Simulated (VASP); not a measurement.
Write the native input for VASP 6.6.1 that does the following.

```yaml
Task: single point
Functional: PBE
Potentials_or_basis: VASP PAW PBE potentials, release 64 (Cs_sv, Li_sv, Cd)
Cutoff: 520 eV
k_mesh: 6 × 6 × 6
Occupations: gaussian, width 0.1 eV
Spin: no spin polarisation
Dipole_correction: no
Further_INCAR_settings: ALGO = Fast; EDIFF = 1e-07; NBANDS = 36
```

The structure of Cs3Li4Cd lies in POSCAR:

```
Cs3Li4Cd
1.0
    7.5923392523      0.0000000000      0.0000000000
    0.0000000000      7.5923392523      0.0000000000
    0.0000000000      0.0000000000      7.5923392523
Cs Li Cd
3 4 1
Direct
    0.0000000000      0.0000000000      0.5000000000
    0.0000000000      0.5000000000      0.0000000000
    0.5000000000      0.0000000000      0.0000000000
    0.0000000000      0.0000000000      0.0000000000
    0.5000000000      0.5000000000      0.0000000000
    0.5000000000      0.0000000000      0.5000000000
    0.0000000000      0.5000000000      0.5000000000
    0.5000000000      0.5000000000      0.5000000000
```

The cell was built by a generator and needn't be a form met in nature.

The cell isn't the ideal one: species swapped into the KNa3H4 type (Pm-3m, No. 221).

One way to write it, as run:

INCAR

```
SYSTEM = Cs3Li4Cd
  PREC = Accurate
  ENCUT = 520
  EDIFF = 1E-7
  ISMEAR = 0
  SIGMA = 0.1
  LREAL = .False.
  LASPH = .True.
  NELM = 100
  ALGO = Fast
  ISIF = 2
  LWAVE = .False.
  LCHARG = .False.
  GGA = PE
  NBANDS = 36
```

KPOINTS

```
regular mesh
0
Gamma
  6 6 6
  0 0 0
```

Potentials or basis: VASP PAW PBE potentials, release 64 (Cs_sv, Li_sv, Cd).

The run is started by

```bash
$ cat potpaw_PBE.64/Cs_sv/POTCAR potpaw_PBE.64/Li_sv/POTCAR potpaw_PBE.64/Cd/POTCAR > POTCAR
$ mpirun -np 1 vasp_std > vasp.out
```

It gave:

```json
{"Band gap on the k mesh": "none (metal or under the smearing width)"}
```

It took 12 min on 1 thread of Intel(R) Xeon(R) Platinum 8488C (Sapphire Rapids), with other jobs on the host, peak memory 0.58 GiB.
